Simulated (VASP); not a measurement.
Here is the system:

```xyz
5
Lattice="4.0550 0.0000 0.0000 0.0000 4.0550 0.0000 0.0000 0.0000 4.0550" Properties=species:S:1:pos:R:3 pbc="T T T"
K      0.0000     0.0000     0.0000
Zn     2.0275     2.0275     2.0275
F      2.0275     0.0000     2.0275
F      0.0000     2.0275     2.0275
F      2.0275     2.0275     0.0000
```

Level of theory: MS2 meta-GGA, VASP's PBE PAW potentials (set 64) (plane waves; VASP 6.6.1). Settings: 520 eV cut-off, 6×6×6 Γ-centred mesh, tetrahedra with Blöchl corrections, potentials K_sv Zn F.

The cores are frozen, which limits the accuracy of field gradients.

Problem. Give the principal components of the electric field gradient (V/Å²) and the asymmetry η at each nucleus.

Solution. 
```tsv
atom	Vxx	Vyy	Vzz	η
K1	0.0	0.0	0.0	-
Zn2	0.0	0.0	0.0	-
F3	-50.5	-50.5	101.0	0.00
F4	-50.5	-50.5	101.0	0.00
F5	-50.5	-50.5	101.0	0.00
```

The compound is KZnF3 in the cubic perovskite structure. It was relaxed first.
